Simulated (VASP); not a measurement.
# AlN (wurtzite): computed properties

The numbers are results of PBEsol GGA, VASP's PBE PAW potentials (set 64) (plane waves; VASP), not measurements.

```yaml
space_group: P6_3mc (186)
cell: a = b = 3.114 Å, c = 4.984 Å, α = β = 90.00°, γ = 120.00°
volume_per_atom: 10.46 Å³/atom
band gap (over mesh and band path): 4.11 eV
smallest direct gap (over mesh and band path): 4.11 eV
hill_bulk_modulus: 202 GPa
hill_shear_modulus: 120 GPa
Poisson's ratio: 0.253
band_edge_character: direct, Γ to Γ
density: 3.25 g/cm³
mean ε∞ (DFPT): 4.56
mean ε∞ (independent particles): 4.72
C11: 381 GPa
C12: 138 GPa
C13: 108 GPa
C33: 356 GPa
C44: 111 GPa
C66: 122 GPa
```

Space group P6₃mc (No. 186); a = b = 3.114 Å, c = 4.984 Å, α = β = 90.00°, γ = 120.00°

```json
[
 {"atom": "Al", "site": "2b", "symmetry": "3m.", "x": "0.3333", "y": "0.6667", "z": "0.0000"},
 {"atom": "N", "site": "2b", "symmetry": "3m.", "x": "0.3333", "y": "0.6667", "z": "0.3820"}
]
```

Measured: gap 6.51 eV (computed value off by -2.40 eV), as given by Martin Feneberg et al., Physical Review B (2010), doi:10.1103/physrevb.82.075208 [zero-point renormalisation of 0.417 eV (from the measured temperature dependence, row gaps:miglio2020:AlN_wz:gap_zpr, arXiv:2011.12765) added back]; bulk modulus 211 GPa (computed value off by -4.1 %), as given by Cormac Toher et al., Physical Review Materials (2017), arXiv:1611.05714. The calculation is for a static lattice, while the measured bulk modulus holds thermal and zero-point effects, which are part of the difference.

The compound is AlN in the wurtzite structure. It was relaxed first. Symmetry was kept, so distortions that lower it aren't found.
